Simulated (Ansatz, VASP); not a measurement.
# Cross-check of Os (Osmium) between VASP and Ansatz

Wanted: the spread between two codes on one cell, functional and k mesh. Of the first pair: The cell is taken from a series of runs on this material, whose earlier steps may have relaxed, scaled, displaced or heated it; both programs get it as it stands.

Main program and level: Ansatz 0.2.0; plane waves, with VASP 6.6.1 beside it; relaxation of cell and atoms at LDA and single point at LDA.

## (1) The structure

It takes space group P6_3/mmc (No. 194, hexagonal). The conventional cell has a = 2.713 Å, b = 2.713 Å, c = 4.295 Å, α = 90.00°, β = 90.00°, γ = 120.00°. Nearest to Os lie 12 Os at 2.66 to 2.71 Å.

## (2) Ansatz: relaxation of cell and atoms, LDA, pair 1

Ansatz runs on its PAW soft_1 files.

The relaxed volume is the usual yardstick between codes: in a stiff, nearly cubic crystal its relative difference is about their pressure difference at one cell divided by the bulk modulus.

Input file input.yaml:

```yaml
crystal:
  lattice:
    - [2.7128770517, 0.0, 0.0]
    - [-1.3564385258, 2.3494204441, 0.0]
    - [0.0, 0.0, 4.2953063337]
  atoms:
    - { symbol: Os, position: [0.3333333333, 0.6666666667, 0.25] }
    - { symbol: Os, position: [0.6666666667, 0.3333333333, 0.75] }
kpoints:
  mp_grid: { grid: [18, 18, 10] }
hamiltonian:
  xc: lda
  pseudopotentials: { kind: paw, azcp: { folder: soft_1 }, xc_functional: pbe }
scf:
  occupations: { method: gaussian, width: 0.1 }
output:
  forces: true
  stress: true
  eigenvalues: true
relax:
  adjacent_minimum: "off"
  f_tol: 0.005
  max_steps: 80
  cell: { stress_tol: 0.05 }
```

On the command line:

```sh
> ansatz run input.yaml --threads 4 --pin off --max-ram 10240MiB --backend cpu --events-out ev --progress --plain --runs-dir out
```

Numbers of over 12 decimals in the logs are rounded to 6 here.

The log of the run:

```text
Engine: ansatz 0.2.0, aarch64-unknown-linux-gnu
Pseudopotentials: kind: paw
Pseudopotential: Os, paw, valence charge 16, recommended cutoff 420 eV (normal), soft_1/Os.paw.azcp
Functional definition: SPW92
  exchange = slater_x
  correlation = pw_c
Crystal: 2 atoms, lattice volume = 27.377 Å³
Basis set: ecut = 420 eV, 537 PW (Γ)
Bands: 20, of which v1, the nominal top of the filled ones, is band 16 counted from 1 (15 counted from 0)
Symmetry: 24 space group operations
Space group: P63/mmc (ITA 194), of the structure as read, at distance tolerance 3.0e-5 Å
k-points: 222 of 3240
Non-local potential: Os, projectors of the file, l = 0: 3, l = 1: 2, l = 2: 2, l = 3: 1
PAW form: soft (Blöchl's): semilocal exchange-correlation on the pseudo side does not see the compensation charge
PAW frozen core: Os, regenerated for the run's functional, and the local potential with it (the file was generated under x = pbe(κ = 0.804, μ = 0.219515), c = pbe(β = 0.066725))
PAW one-centre angular grid: Os, 590 points (default); XC on 64 Gauss nodes
Initial density: superposition of atomic densities (chi_scale 0.1, normalization cell)
Initial wavefunctions: pseudopotential atomic-orbital guess
Functional: x = slater, c = lda
SCF iter   1: F=—  HF=-22239.399971 eV  |F-HF|=—  |Δ(HF+E_count)|=         —  Δρ=6.10e-2  dr2=8.34e-1  ethr=3.10e-3  ⟨swp⟩=4.8  Hψ=17717  notcnv=0
preconditioner: auto → none  [metal: Δε(μ)=0.020 eV  Ē_g=7.262 eV  σ=0.100 eV  W_gap=0.11  n_scr=8 (ndim 8)  ℏωp=28.4 eV  f_vac=0.000  D(μ)=1.47/eV (n_scr^D=22)  sad-step TF]
SCF iter   2: F=—  HF=-22239.163481 eV  |F-HF|=—  |Δ(HF+E_count)|=   2.36e-1  Δρ=3.43e-2  dr2=2.52e-1  ethr=2.61e-3  ⟨swp⟩=2.0  Hψ=7011  notcnv=0  defer=52
SCF iter   3: F=—  HF=-22239.071010 eV  |F-HF|=—  |Δ(HF+E_count)|=   9.25e-2  Δρ=1.76e-3  dr2=4.00e-4  ethr=7.87e-4  ⟨swp⟩=2.0  Hψ=6901  notcnv=0  defer=52
SCF iter   4: F=—  HF=-22239.070898 eV  |F-HF|=—  |Δ(HF+E_count)|=   1.13e-4  Δρ=2.48e-4  dr2=1.01e-5  ethr=1.25e-6  ⟨swp⟩=2.2  Hψ=7598  notcnv=0  defer=52
SCF iter   5: F=—  HF=-22239.070900 eV  |F-HF|=—  |Δ(HF+E_count)|=   2.02e-6  Δρ=5.42e-5  dr2=3.12e-7  ethr=3.16e-8  ⟨swp⟩=2.1  Hψ=6525  notcnv=0  defer=52
SCF iter   6: F=-22239.070900 eV  HF=-22239.070900 eV  |F-HF|=9.30e-9  |Δ(HF+E_count)|=   6.18e-8  Δρ=1.04e-5  dr2=1.84e-8  ethr=3.13e-10  ⟨swp⟩=5.8  Hψ=17889  notcnv=0
SCF 1 converged in 6 iterations: F = -22239.070900 eV  dr2 = 1.84e-8
  greatest PAW one-centre occupation: 1.000 electrons in one spin orbital (limit 2), on the Os atom at site 1 (counted from 0), in its partial waves of l = 0
relax step   1: F+E_penalty+E_count = -22239.07089980 eV  Δ(F+E_penalty+E_count) = +0.000e0 eV  max|allowed force component| = 7.401e-17 eV/Å  Δτ_max = 0.0000 Å  P = +0.342 GPa  Ω = 27.377 Å³  (6 SCF iters, dr2 threshold 1.00e-7 eV, accepted)
[...]
relax step   2: F+E_penalty+E_count = -22239.07074783 eV  Δ(F+E_penalty+E_count) = +1.520e-4 eV  max|allowed force component| = 8.327e-17 eV/Å  Δτ_max = 0.0000 Å  P = -0.715 GPa  Ω = 27.445 Å³  energy of the carried Pulay correction = -4.212e-5 eV  (6 SCF iters, dr2 threshold 2.00e-7 eV, rejected (line search))
[...]
relax step   3: F+E_penalty+E_count = -22239.07094929 eV  Δ(F+E_penalty+E_count) = -4.949e-5 eV  max|allowed force component| = 2.776e-17 eV/Å  Δτ_max = 0.0000 Å  P = -0.007 GPa  Ω = 27.400 Å³  energy of the carried Pulay correction = -1.394e-5 eV  (6 SCF iters, accepted)
[...]
relax step   4: F+E_penalty+E_count = -22239.07096243 eV  Δ(F+E_penalty+E_count) = -1.314e-5 eV  max|allowed force component| = 3.701e-17 eV/Å  Δτ_max = 0.0000 Å  P = -0.007 GPa  Ω = 27.400 Å³  stress off target by 8.81e-3 GPa  SCF on the basis re-selected at this cell (its energy is not comparable with the rows above)  (7 SCF iters)
basis re-selected at this cell: Δ(F+E_penalty+E_count) = -1.314e-5 eV, ΔP = -0.000 GPa vs the last step (what re-selecting the basis moved, of the pressure what is left beyond the Pulay correction that the steps carried, after the strain that the cell walked since its last selection, with what the two solves' SCF thresholds leave and, on support functions, any second-order correction that the steps lacked; it is no m [...]
SCF converged after 7 iterations
Free energy (F): -22239.070962 eV
Harris-Foulkes:  -22239.070962 eV  (|F-HF|=3.64e-12)
Internal energy: -22239.063619 eV  (E = F + TS)
E sigma→0 (E₀):  -22239.067291 eV
Entropy (-TS):   -0.007343 eV (-3.672 meV/atom)
Fermi energy:    26.293311 eV
--- Per-component energies (eV) ---
  E_band       = -122.750304
  E_kinetic    = 987.757230
  E_local      = -1796.287783  (includes V_loc(G=0)·N_el)
  E_nonlocal   = 405.874871
  E_hartree    = 642.722148
  E_xc         = -466.615342
  E_vxc        = -494.228713  (∫ρ·V_xc dr)
  E_paw        = -17564.436769  (= ΣΔE_a)
  E_vpaw       = -511.311057  (= ΣTr[D̂ρ^β])
  E_aug_tail   = 0.000853  (compensation charges beyond the density's cutoff)
  E_ewald      = -4448.804471
  E_core_change = 0.725646  (= ΣΔE_core)
  E_smearing   = -0.007343  (= −TS)
  E_closure    = -0.000000  (closes the sum)
  Σ components = -22239.070962   (vs F -22239.070962, Δ=0.00e0)
--- Forces (eV/Å), atoms counted from 1 ---
  atom   1  Os     0.00000000     0.00000000     0.00000000
  atom   2  Os     0.00000000    -0.00000000     0.00000000
  max |Σ_I F_I| component: 1.85e-17 eV/Å
--- Stress (GPa, compression-positive) ---
       -0.006392      -0.000000       0.000000
        0.000000      -0.006392       0.000000
        0.000000       0.000000      -0.008805
  P = ⅓ Tr σ = -0.0072 GPa (-0.072 kbar)
--- Band table (eV; the first three rows and the last of 222) ---
  k-point 0: bands = [... 12 lower, 23.3867, 24.0035, 24.0035, 24.6943, 24.6943, 26.3887, 28.0456, 28.0456]
  k-point 1: bands = [... 12 lower, 23.3117, 23.9182, 23.9182, 24.8915, 24.8915, 25.9612, 28.0648, 28.0648]
  k-point 2: bands = [... 12 lower, 23.1090, 23.6977, 23.6977, 24.9640, 25.3726, 25.3726, 28.0750, 28.0750]
  k-point 221: bands = [... 12 lower, 22.8060, 22.8060, 24.8771, 24.8771, 27.9812, 27.9812, 34.8849, 34.8849]
--- Relaxed structure (3 steps of the walk, 2 accepted, 1 SCFs on fresh bases) ---
  F+E_penalty+E_count = -22239.07096243 eV   max|allowed force component| = 3.701e-17 eV/Å   (the final SCF, on the basis selected at the relaxed cell)
  cell:  # Å, volume = 27.3996 Å³
    - [2.714612, -2.888599121076949e-11, 0.0]
    - [-1.357306, 2.350923, 0.0]
    - [0.0, 0.0, 4.293361]
  atoms:
    - { symbol: Os, position: [0.333333, 0.666667, 0.25] }
    - { symbol: Os, position: [0.666667, 0.333333, 0.750000] }
```

## (3) VASP: relaxation of cell and atoms, LDA, pair 1

The same cell, functional (in two slightly different forms), mesh and smearing now go to VASP, with its own data sets.

Lines of VASP's logs that name or quote its potential files are left out, and so is its time.

Input file INCAR:

```
SYSTEM = Os
PREC = Accurate
ENCUT = 600
EDIFF = 1E-07
NELM = 120
ISMEAR = 0
SIGMA = 0.1
LREAL = .FALSE.
ALGO = Normal
GGA = CA
NBANDS = 14
LASPH = .TRUE.
LORBIT = 11
LWAVE = .FALSE.
LCHARG = .FALSE.
ISIF = 3
IBRION = 2
NSW = 80
EDIFFG = -0.005
GGA_COMPAT = .FALSE.
NELMIN = 4
KPAR = 2
```

Input file POSCAR:

```
Os
1.0
    2.7128770000      0.0000000000      0.0000000000
   -1.3564390000      2.3494200000      0.0000000000
    0.0000000000      0.0000000000      4.2953060000
Os
2
Direct
    0.3333334562      0.6666666667      0.2500001164
    0.6666669124      0.3333333333      0.7500001164
```

Input file KPOINTS:

```
Automatic mesh
0
Gamma
18 18 10
0 0 0
```

Potentials, in the order of the species: Os (LDA family, release 64).

On the command line:

```sh
> mpirun -np 2 vasp_std
```

The log of the run:

```text
[banner, memory and clock lines left out]
running    2 mpi-ranks, on    1 nodes
 distrk:  each k-point on    1 cores,    2 groups
 distr:  one band on    1 cores,    1 groups

 POSCAR found type information on POSCAR Os
 POSCAR found :  1 types and       2 ions
 LDA part: xc-table for (Slater(with rela. corr.)+CA(PZ))
 , standard interpolation
 POSCAR, INCAR and KPOINTS ok, starting setup
 FFT: planning ... GRIDC
 FFT: planning ... GRID_SOFT
 FFT: planning ... GRID
 WAVECAR not read
 entering main loop
       N       E                     dE             d eps       ncg     rms          rms(c)
DAV:   1     0.112631180464E+03    0.11263E+03   -0.82649E+03  6216   0.123E+03
DAV:   2    -0.207313378937E+02   -0.13336E+03   -0.11775E+03  6384   0.361E+02
DAV:   3    -0.268240836188E+02   -0.60927E+01   -0.57407E+01  8166   0.674E+01
DAV:   4    -0.268944882697E+02   -0.70405E-01   -0.68954E-01  6758   0.720E+00
DAV:   5    -0.268948283103E+02   -0.34004E-03   -0.33999E-03  8076   0.470E-01    0.342E+01
DAV:   6    -0.256620042227E+02    0.12328E+01   -0.11513E+00  7632   0.961E+00    0.152E+01
DAV:   7    -0.253211814390E+02    0.34082E+00   -0.70160E-01  7822   0.734E+00    0.887E-01
DAV:   8    -0.253125520901E+02    0.86293E-02   -0.70132E-03  6336   0.658E-01    0.358E-01
DAV:   9    -0.253105175682E+02    0.20345E-02   -0.15301E-03  7416   0.401E-01    0.527E-02
DAV:  10    -0.253105246703E+02   -0.71021E-05   -0.25373E-05  7758   0.397E-02    0.150E-02
DAV:  11    -0.253105175609E+02    0.71094E-05   -0.21348E-06  7140   0.175E-02    0.107E-03
DAV:  12    -0.253105174696E+02    0.91334E-07   -0.53323E-08  5166   0.249E-03
   1 F= -.25310517E+02 E0= -.25306840E+02  d E =-.253105E+02
[...]
2 F= -.25301625E+02 E0= -.25297783E+02  d E =0.889236E-02
[...]
3 F= -.25311006E+02 E0= -.25307300E+02  d E =-.488614E-03
[...]
4 F= -.25311006E+02 E0= -.25307300E+02  d E =-.488577E-03
[...]
5 F= -.25311000E+02 E0= -.25307240E+02  d E =0.642991E-05
 trial-energy change:    0.000006  1 .order    0.000006   -0.000109    0.000122
 step:   0.3952(harm=  0.3952)  dis= 0.00000  next Energy=   -25.311032 (dE=-0.258E-04)
 bond charge predicted
       N       E                     dE             d eps       ncg     rms          rms(c)
DAV:   1    -0.253110718674E+02   -0.72160E-04   -0.31881E-03  6468   0.432E-01    0.334E-02
DAV:   2    -0.253110410168E+02    0.30851E-04   -0.34285E-05  7496   0.722E-02    0.169E-02
DAV:   3    -0.253110318874E+02    0.91294E-05   -0.12479E-05  7182   0.285E-02    0.376E-03
DAV:   4    -0.253110318794E+02    0.80560E-08   -0.94489E-07  7314   0.106E-02
   6 F= -.25311032E+02 E0= -.25307301E+02  d E =-.258332E-04
 curvature:  -0.20 expect dE=-0.136E-06 dE for cont linesearch -0.163E-08
 trial: gam= 0.01950 g(F)=  0.815E-44 g(S)=  0.679E-06 ort =-0.104E-05 (trialstep = 0.748E+00)
 search vector abs. value=  0.689E-06
 reached required accuracy - stopping structural energy minimisation
```

Parts of OUTCAR (step 3):

```text
ion  position               nearest neighbor table
   1  0.333  0.667  0.250-   2 2.66   2 2.66   2 2.66   2 2.66   2 2.66   2 2.66
   2  0.667  0.333  0.750-   1 2.66   1 2.66   1 2.66   1 2.66   1 2.66   1 2.66

  LATTYP: Found a hexagonal cell.
 ALAT       =     2.7128770000
 C/A-ratio  =     1.5833028921

 Subroutine GETGRP returns: Found 24 space group operations
 (whereof 12 operations were pure point group operations)

The static configuration has the point symmetry D_3d.
 The point group associated with its full space group is D_6h.

 Found    222 irreducible k-points:

   k-points           NKPTS =    222   k-points in BZ     NKDIM =    222   number of bands    NBANDS=     14

   dimension x,y,z NGX =    24 NGY =   24 NGZ =   36
   dimension x,y,z NGXF=    48 NGYF=   48 NGZF=   72

   ENCUT  =  600.0 eV  44.10 Ry    6.64 a.u.   5.42  5.42  8.58*2*pi/ulx,y,z

   NELECT =      16.0000    total number of electrons

 k-points in reciprocal lattice and weights: Automatic mesh
   0.00000000  0.00000000  0.00000000       0.000
   0.05555556 -0.00000000  0.00000000       0.002
   0.11111111 -0.00000000  0.00000000       0.002
   0.16666667 -0.00000000  0.00000000       0.002
   0.22222222 -0.00000000  0.00000000       0.002
   0.27777778 -0.00000000  0.00000000       0.002
   0.33333333 -0.00000000  0.00000000       0.002
   0.38888889  0.00000000  0.00000000       0.002
   0.44444444 -0.00000000  0.00000000       0.002
[...]
0.33333333  0.27777778  0.50000000       0.004
   0.33333333  0.33333333  0.50000000       0.001

 average (electrostatic) potential at core
       1 -43.2688       2 -43.2688

 E-fermi :   9.6684

 k-point     1 :       0.0000    0.0000    0.0000
  band No.  band energies     occupation
    ...
      5       6.7726      2.00000
      6       7.3844      2.00000
      7       7.3845      2.00000
      8       8.0658      2.00000
      9       8.0658      2.00000
     10       9.8146      0.03860
     11      11.3984      0.00000
     12      11.3984      0.00000
     13      18.9639      0.00000
     14      23.7900      0.00000

 k-point     2 :       0.0556   -0.0000    0.0000
  band No.  band energies     occupation
    ...
      6       7.3065      2.00000
      7       7.4904      2.00000
      8       7.9123      2.00000
      9       7.9727      2.00000
     10       9.1644      2.00000
     11      11.4641      0.00000
     12      12.2341      0.00000
     13      18.9562      0.00000
     14      24.0596      0.00000

 k-point     3 :       0.1111   -0.0000    0.0000
  band No.  band energies     occupation
    ...
      6       7.3076      2.00000
      7       7.4375      2.00000
      8       7.7261      2.00000
      9       7.8035      2.00000
     10       8.4751      2.00000
     11      11.6308      0.00000
     12      13.6325      0.00000
     13      18.9114      0.00000
     14      24.7970      0.00000

  Total        0.0029786      0.0029785      0.0032261     -0.0000000     -0.0000000      0.0000000
  in kB        0.1737245      0.1737244      0.1881628     -0.0000000     -0.0000000      0.0000000
  external PRESSURE =       0.1785372 kB  Pullay stress =       0.0000000 kB

  energy-cutoff  :      600.00
  volume of cell :       27.47
      direct lattice vectors                 reciprocal lattice vectors
     2.717233739 -0.000000001 -0.000000000     0.368021339  0.212477334 -0.000000000
    -1.358617371  2.353193045  0.000000000     0.000000000  0.424954511  0.000000000
     0.000000000 -0.000000000  4.296057240     0.000000000 -0.000000000  0.232771573

 POSITION                                       TOTAL-FORCE (eV/Angst)
 -----------------------------------------------------------------------------------
     -0.00000      1.56880      1.07401        -0.000000     -0.000000      0.000000
      1.35862      0.78440      3.22204         0.000000      0.000000      0.000000
 -----------------------------------------------------------------------------------
    total drift:                               -0.000032      0.000002     -0.000024

  FREE ENERGIE OF THE ION-ELECTRON SYSTEM (eV)
  ---------------------------------------------------
  free  energy   TOTEN  =       -25.3110318794 eV

  energy  without entropy=      -25.3035708138  energy(sigma->0) =      -25.30730135

 reached required accuracy - stopping structural energy minimisation

 total charge
# of ion       s       p       d       tot
------------------------------------------
    1        0.673   0.803   6.247   7.722
    2        0.673   0.803   6.247   7.722
--------------------------------------------------
tot          1.346   1.605  12.494  15.445

[... 3 further parts left out ...]
```

The run keeps the 24 symmetry operations of its start, so it cannot find a distortion of lower symmetry.

## (4) Side by side

Known differences besides the potentials themselves: the two LDA forms differ slightly; the data sets hold 32 valence electrons in Ansatz (on its PAW soft_1 files) and 16 in VASP; the cutoff is 420 eV in Ansatz and 600 eV in VASP; VASP's log shows a relativistic correction to its local exchange, Ansatz's none; Ansatz adds a Pulay correction to the stress that steers its cell, VASP none. Total energies have different zeros and are not compared.

Compared:

| quantity | Ansatz | VASP | difference |
| --- | --- | --- | --- |
| volume (Å³) | 27.40 | 27.47 | -0.26 % |
| edge a after relaxation, in the typed setting (Å) | 2.715 | 2.717 | -0.10 % |
| edge c after relaxation, in the typed setting (Å) | 4.293 | 4.296 | -0.06 % |

## (5) VASP: relaxation of cell and atoms, LDA, pair 2

The relaxed volume is the usual yardstick between codes: in a stiff, nearly cubic crystal its relative difference is about their pressure difference at one cell divided by the bulk modulus.

Edit INCAR of step 3 so:

```diff
@@ -5,4 +5,4 @@
 NELM = 120
-ISMEAR = 0
-SIGMA = 0.1
+ISMEAR = 1
+SIGMA = 0.2
 LREAL = .FALSE.
```

Input file POSCAR:

```
Os
1.0
    2.7146120000      0.0000000000      0.0000000000
   -1.3573060000      2.3509230000      0.0000000000
    0.0000000000      0.0000000000      4.2933610000
Os
2
Direct
    0.3333333333      0.6666666667      0.2499999418
    0.6666666667      0.3333333333      0.7500000582
```

Input file KPOINTS:

```
Automatic mesh
0
Gamma
18 18 12
0 0 0
```

On the command line:

```sh
> mpirun -np 2 vasp_std
```

The log of the run:

```text
[... set-up lines as in an earlier step ...]
 entering main loop
       N       E                     dE             d eps       ncg     rms          rms(c)
DAV:   1     0.111906737637E+03    0.11191E+03   -0.82942E+03  7252   0.124E+03
DAV:   2    -0.208687650516E+02   -0.13278E+03   -0.11743E+03  7470   0.360E+02
DAV:   3    -0.268292385734E+02   -0.59605E+01   -0.56283E+01  9516   0.673E+01
DAV:   4    -0.268963786373E+02   -0.67140E-01   -0.66750E-01  7996   0.718E+00
[...]
DAV:  10    -0.253105248491E+02   -0.72393E-05   -0.26147E-05  8974   0.405E-02    0.150E-02
DAV:  11    -0.253105178039E+02    0.70452E-05   -0.21231E-06  8434   0.174E-02    0.112E-03
DAV:  12    -0.253105177045E+02    0.99409E-07   -0.55448E-08  5882   0.255E-03
   1 F= -.25310518E+02 E0= -.25310580E+02  d E =-.253105E+02
[... from here on, the cycles between the ionic steps are left out ...]
   2 F= -.25305734E+02 E0= -.25305767E+02  d E =0.478396E-02
   3 F= -.25310786E+02 E0= -.25310843E+02  d E =-.268654E-03
   4 F= -.25310786E+02 E0= -.25310844E+02  d E =-.268615E-03
   5 F= -.25310779E+02 E0= -.25310822E+02  d E =0.691014E-05
   6 F= -.25310803E+02 E0= -.25310853E+02  d E =-.162967E-04
[...]
reached required accuracy - stopping structural energy minimisation
```

OUTCAR, selected parts (step 5):

```text
  Total        0.0024555      0.0024555      0.0026354     -0.0000000      0.0000000      0.0000000
  in kB        0.1432268      0.1432268      0.1537215     -0.0000000      0.0000000      0.0000000
  external PRESSURE =       0.1467250 kB  Pullay stress =       0.0000000 kB

 POSITION                                       TOTAL-FORCE (eV/Angst)
 -----------------------------------------------------------------------------------
     -0.00000      1.56918      1.07340         0.000000     -0.000000      0.000000
      1.35895      0.78459      3.22019        -0.000000      0.000000     -0.000000
 -----------------------------------------------------------------------------------
    total drift:                               -0.000000      0.000000     -0.000000

  FREE ENERGIE OF THE ION-ELECTRON SYSTEM (eV)
  ---------------------------------------------------
  free  energy   TOTEN  =       -25.3108026162 eV

  energy  without entropy=      -25.3109538748  energy(sigma->0) =      -25.31085304

[... 1 part as in an earlier step ...]

[... 3 further parts left out ...]
[key lines of the parts left out:]
E-fermi :   9.6709
```

[end of part 1 of 2]

[Lines on the potential files, build, host, timing and source positions are cut from VASP's logs without a mark.]

[Logs are printed without paths, hosts, clocks, repeated set-up lines and the standing remarks that a program may print on its own settings, such as how far it seeks lower states.]

[Hosts, paths, dates, database ids (printed as entryN), source tags and the programs' standing remarks are cut or masked in the printed files.]
